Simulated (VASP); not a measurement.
# YTlS3 (Pm-3m) in VASP: settings compared

One crystal, YTlS3, is run at these levels: PBE, LDA; tasks: relaxation of cell and atoms.

Everything below comes from runs of VASP 6.6.1. Logs are shortened: lines on timing, memory, paths and dates and some standing lists are left out, and cuts for length are marked.

## 1. The structure

It takes space group Pm-3m (No. 221, cubic). The conventional cell has a = 5.315 Å, b = 5.315 Å, c = 5.315 Å, α = 90.00°, β = 90.00°, γ = 90.00°. Y (site symmetry m-3m) is surrounded by 6 S at 2.66 Å. Tl (site symmetry m-3m) has 12 S at 3.76 Å as nearest neighbours. Around S (site symmetry 4/mmm) lie 2 Y at 2.66 Å.

The cell was built by a generator and needn't be a form met in nature.

## 2. Relaxation of cell and atoms, PBE

Input file INCAR:

```
PREC = Accurate ; ENCUT = 600
EDIFF = 1E-7 ; ISMEAR = 0
SIGMA = 0.05 ; LREAL = F
LASPH = T ; NELM = 60
ALGO = Normal ; ISIF = 3
LWAVE = F ; LCHARG = F
GGA = PE ; IBRION = 2
NSW = 60 ; EDIFFG = -0.005
```

Input file KPOINTS:

```
Automatic mesh
0
Gamma
  5 5 5
```

Input file POSCAR:

```
YTlS3
1.0
    5.3151700000      0.0000000000      0.0000000000
    0.0000000000      5.3151700000      0.0000000000
    0.0000000000      0.0000000000      5.3151700000
Y Tl S
1 1 3
Direct
    0.0000000000      0.0000000000      0.0000000000
    0.5000000000      0.5000000000      0.5000000000
    0.5000000000      0.0000000000      0.0000000000
    0.0000000000      0.5000000000      0.0000000000
    0.0000000000      0.0000000000      0.5000000000
```

Potentials or basis: VASP PAW PBE potentials, release 64 (Y_sv, Tl_d, S).

Started as:

```sh
cat potpaw_PBE.64/Y_sv/POTCAR potpaw_PBE.64/Tl_d/POTCAR potpaw_PBE.64/S/POTCAR > POTCAR
mpirun -np 1 vasp_std > vasp.out
```

OUTCAR:

```text
PREC = Accurate
   ENCUT = 600
   EDIFF = 1E-7
   ISMEAR = 0
   LREAL = F
   LASPH = T
   NELM = 60
   ISIF = 3
   GGA = PE
   IBRION = 2
   NSW = 60
   EDIFFG = -0.005

 ion  position               nearest neighbor table
   1  0.000  0.000  0.000-   3 2.66   4 2.66   5 2.66   5 2.66   4 2.66   3 2.66
   2  0.500  0.500  0.500-
   3  0.500  0.000  0.000-   1 2.66   1 2.66
   4  0.000  0.500  0.000-   1 2.66   1 2.66
   5  0.000  0.000  0.500-   1 2.66   1 2.66

  LATTYP: Found a simple cubic cell.
 ALAT       =     5.3151700000

  Lattice vectors:

 A1 = (   5.3151700000,   0.0000000000,   0.0000000000)
 A2 = (   0.0000000000,   5.3151700000,   0.0000000000)
 A3 = (   0.0000000000,   0.0000000000,   5.3151700000)

Analysis of symmetry for initial positions (statically):
=====================================================================
 Subroutine PRICEL returns:
 Original cell was already a primitive cell.

 Routine SETGRP: Setting up the symmetry group for a
 simple cubic supercell.

 Subroutine GETGRP returns: Found 48 space group operations
 (whereof 48 operations were pure point group operations)
 out of a pool of 48 trial point group operations.

The static configuration has the point symmetry O_h .

Analysis of symmetry for dynamics (positions and initial velocities):
=====================================================================
 Subroutine PRICEL returns:
 Original cell was already a primitive cell.

 Routine SETGRP: Setting up the symmetry group for a
 simple cubic supercell.

 Subroutine GETGRP returns: Found 48 space group operations
 (whereof 48 operations were pure point group operations)
 out of a pool of 48 trial point group operations.

The dynamic configuration has the point symmetry O_h .

 Subroutine INISYM returns: Found 48 space group operations
 (whereof 48 operations are pure point group operations),
 and found     1 'primitive' translations

----------------------------------------------------------------------------------------

                                     Primitive cell

  volume of cell :     150.1590

[... 140 lines left out ...]

 VOLUME and BASIS-vectors are now :
 -----------------------------------------------------------------------------
  energy-cutoff  :      600.00
  volume of cell :      150.16
      direct lattice vectors                 reciprocal lattice vectors
     5.315170000  0.000000000  0.000000000     0.188140737  0.000000000  0.000000000
     0.000000000  5.315170000  0.000000000     0.000000000  0.188140737  0.000000000
     0.000000000  0.000000000  5.315170000     0.000000000  0.000000000  0.188140737

 POSITION                                       TOTAL-FORCE (eV/Angst)
 -----------------------------------------------------------------------------------
      0.00000      0.00000      0.00000         0.000000      0.000000      0.000000
      2.65759      2.65759      2.65759         0.000000      0.000000      0.000000
      2.65759      0.00000      0.00000         0.000000      0.000000      0.000000
      0.00000      2.65759      0.00000         0.000000      0.000000      0.000000
      0.00000      0.00000      2.65759         0.000000      0.000000      0.000000
 -----------------------------------------------------------------------------------
    total drift:                                0.000000      0.000000     -0.000000

  FREE ENERGIE OF THE ION-ELECTRON SYSTEM (eV)
  ---------------------------------------------------
  free  energy   TOTEN  =       -24.4373113305 eV

  energy  without entropy=      -24.4253942331  energy(sigma->0) =      -24.43135278

--------------------------------------- Ionic step        2  -------------------------------------------

 number of electron      42.0000002 magnetization

 Free energy of the ion-electron system (eV)
  ---------------------------------------------------
  ext. energy  EPLUGINS =         0.00000000
  ---------------------------------------------------
  free energy    TOTEN  =       -24.43790621 eV

  energy without entropy =      -24.42645066  energy(sigma->0) =      -24.43217843

 E-fermi :   1.3909     XC(G=0):  -8.6028

 val. band max:        1.3901069544   @ k =   0.4000   0.2000   0.0000
 cond. band min:       1.4464176009   @ k =   0.2000   0.0000   0.0000
 fundamental gap:      0.0563106465
 Fermi energy:         1.3908755661

 k-point     1 :       0.0000    0.0000    0.0000
  band No.  band energies     occupation
      1     -39.3861      2.00000
      2     -19.4704      2.00000
      3     -19.4704      2.00000
      4     -19.4704      2.00000
      5      -9.9526      2.00000
      6      -9.2761      2.00000
[... 269 lines left out ...]
     24       6.3206      0.00000
     25       6.3206      0.00000

------------------------ aborting loop because EDIFF is reached ----------------------------------------

  FORCE on cell =-STRESS in cart. coord.  units (eV):
  Direction    XX          YY          ZZ          XY          YZ          ZX
  --------------------------------------------------------------------------------------
  -------------------------------------------------------------------------------------
  Total        0.0164779      0.0164779      0.0164779      0.0000000     -0.0000000      0.0000000
  in kB        0.1768906      0.1768906      0.1768906      0.0000000     -0.0000000      0.0000000
  external PRESSURE =       0.1768906 kB  Pullay stress =       0.0000000 kB

 VOLUME and BASIS-vectors are now :
 -----------------------------------------------------------------------------
  energy-cutoff  :      600.00
  volume of cell :      149.25
      direct lattice vectors                 reciprocal lattice vectors
     5.304390838  0.000000000  0.000000000     0.188523061  0.000000000  0.000000000
    -0.000000000  5.304390838  0.000000000    -0.000000000  0.188523061  0.000000000
    -0.000000000 -0.000000000  5.304390838    -0.000000000 -0.000000000  0.188523061

 POSITION                                       TOTAL-FORCE (eV/Angst)
 -----------------------------------------------------------------------------------
      0.00000      0.00000      0.00000         0.000000      0.000000      0.000000
      2.65220      2.65220      2.65220        -0.000000     -0.000000      0.000000
      2.65220      0.00000      0.00000         0.000000      0.000000      0.000000
     -0.00000      2.65220      0.00000         0.000000      0.000000      0.000000
     -0.00000     -0.00000      2.65220         0.000000      0.000000      0.000000
 -----------------------------------------------------------------------------------
    total drift:                                0.000000      0.000000     -0.000000

  FREE ENERGIE OF THE ION-ELECTRON SYSTEM (eV)
  ---------------------------------------------------
  free  energy   TOTEN  =       -24.4379062087 eV

  energy  without entropy=      -24.4264506574  energy(sigma->0) =      -24.43217843

 reached required accuracy - stopping structural energy minimisation
```

Wall time 1.7 min (1 thread of AMD EPYC 7R43 (Zen 3), shared host); peak memory 0.25 GiB.

What came out:

```yaml
Free_energy: -24.4379 eV
Relaxed_volume: 29.85 Å³/atom
Relaxed_cell: a = 5.304 Å, b = 5.304 Å, c = 5.304 Å, α = 90.00°, β = 90.00°, γ = 90.00°
Space_group_after_relaxing_to_0.05_Å: Pm-3m (No. 221)
Energy_gained_by_relaxing: 0.1 meV/atom
Ionic_steps: 2
Pressure_after_relaxing: 0.0 GPa
Band_gap_on_the_k_mesh: none (metal or under the smearing width)
```

Step by step:
| step | energy change (eV) | largest force (eV/Å) | pressure (GPa) | volume (Å³) |
| --- | --- | --- | --- | --- |
| 1 | 0.0000 | 0.0000 | -0.22 | 150.16 |
| 2 | -0.0006 | 0.0000 | 0.02 | 149.25 |

Final structure:
```
Y Tl S
1.0
     5.30439    0.00000    0.00000
     0.00000    5.30439    0.00000
     0.00000    0.00000    5.30439
Y Tl S
1 1 3
Cartesian
  0.0000 0.0000 0.0000
  2.6522 2.6522 2.6522
  2.6522 0.0000 0.0000
  0.0000 2.6522 0.0000
  0.0000 0.0000 2.6522
```

## 3. Relaxation of cell and atoms, LDA

Input file INCAR:

```
PREC = Accurate
ENCUT = 600
EDIFF = 1E-7
ISMEAR = 0
SIGMA = 0.05
LREAL = False
LASPH = True
NELM = 100
ALGO = Normal
ISIF = 3
LWAVE = False
LCHARG = False
IBRION = 2
NSW = 60
EDIFFG = -0.01
```

Input file KPOINTS:

```
regular mesh
0
Gamma
  5 5 5
```

POSCAR is that of step 2.

Potentials or basis: VASP PAW LDA potentials, release 64 (Y_sv, Tl_d, S).

Started as:

```sh
cat potpaw_LDA.64/Y_sv/POTCAR potpaw_LDA.64/Tl_d/POTCAR potpaw_LDA.64/S/POTCAR > POTCAR
mpirun -np 1 vasp_std > vasp.out
```

It took 2.2 min on 1 thread of AMD EPYC 7R43 (Zen 3), shared host; peak memory 0.21 GiB.

The run converged. Its results:

* Free energy: -27.0070 eV
* Relaxed volume: 27.41 Å³/atom
* Relaxed cell: a = 5.156 Å, b = 5.156 Å, c = 5.156 Å, α = 90.00°, β = 90.00°, γ = 90.00°
* Space group after relaxing (to 0.05 Å): Pm-3m (No. 221)
* Energy gained by relaxing: 33.3 meV/atom
* Ionic steps: 3
* Pressure after relaxing: 0.0 GPa
* Band gap on the k mesh: none (metal or under the smearing width)

The path:
| step | energy change (eV) | largest force (eV/Å) | pressure (GPa) | volume (Å³) |
| --- | --- | --- | --- | --- |
| 1 | 0.0000 | 0.0000 | -3.78 | 150.16 |
| 2 | -0.1625 | 0.0000 | 0.68 | 135.29 |
| 3 | -0.1664 | 0.0000 | 0.02 | 137.07 |

Final structure:
```cif
data_structure
_symmetry_space_group_name_H-M 'P 1'
_symmetry_Int_Tables_number 1
_cell_length_a 5.1560
_cell_length_b 5.1560
_cell_length_c 5.1560
_cell_angle_alpha 90.000
_cell_angle_beta 90.000
_cell_angle_gamma 90.000
_cell_volume 137.07
loop_
_atom_site_label
_atom_site_type_symbol
_atom_site_fract_x
_atom_site_fract_y
_atom_site_fract_z
_atom_site_occupancy
Y1 Y 0.00000 0.00000 0.00000 1
Tl1 Tl 0.50000 0.50000 0.50000 1
S1 S 0.50000 0.00000 0.00000 1
S2 S 0.00000 0.50000 0.00000 1
S3 S 0.00000 0.00000 0.50000 1
```

Levels at points of the mesh, in eV from the Fermi level:
```tsv
k point	band 18	band 19	band 20	band 21	band 22	band 23	band 24	band 25
(0.00, 0.00, 0.00)	-0.35	-0.35	0.24	0.24	0.24	3.09	3.09	3.09
```

The run has no spin-orbit coupling, so splittings on Tl are missing.

## 4. For comparison

An earlier run on the cell as given: functional PBE; potentials or basis VASP PAW PBE potentials, release 64 (Y_sv, Tl_d, S); cutoff 520 eV; k mesh 5 × 5 × 5; occupations fermi-dirac, width 0.05 eV; no spin polarisation.

* Pressure: -0.2 GPa
* Band gap on the k mesh: none (metal or under the smearing width)

## 5. Summary

| task | level | potentials or basis | cell | cutoff (eV) | smearing | gap on the mesh (eV) | pressure (GPa) | relaxed volume (Å³/atom) |
| --- | --- | --- | --- | --- | --- | --- | --- | --- |
| relaxation of cell and atoms | PBE | VASP PAW PBE potentials, release 64 (Y_sv, Tl_d, S) | relaxed | 600 | gaussian 0.05 eV | none | 0.0 | 29.85 |
| relaxation of cell and atoms | LDA | VASP PAW LDA potentials, release 64 (Y_sv, Tl_d, S) | relaxed | 600 | gaussian 0.05 eV | none | 0.0 | 27.41 |
| single point | PBE | VASP PAW PBE potentials, release 64 (Y_sv, Tl_d, S) | as given | 520 | fermi-dirac 0.05 eV | none | -0.2 | - |

Alike in all rows: no spin polarisation; k mesh 5 × 5 × 5.

Total energies depend on the potentials used, so only differences within one code and one set of settings carry meaning.
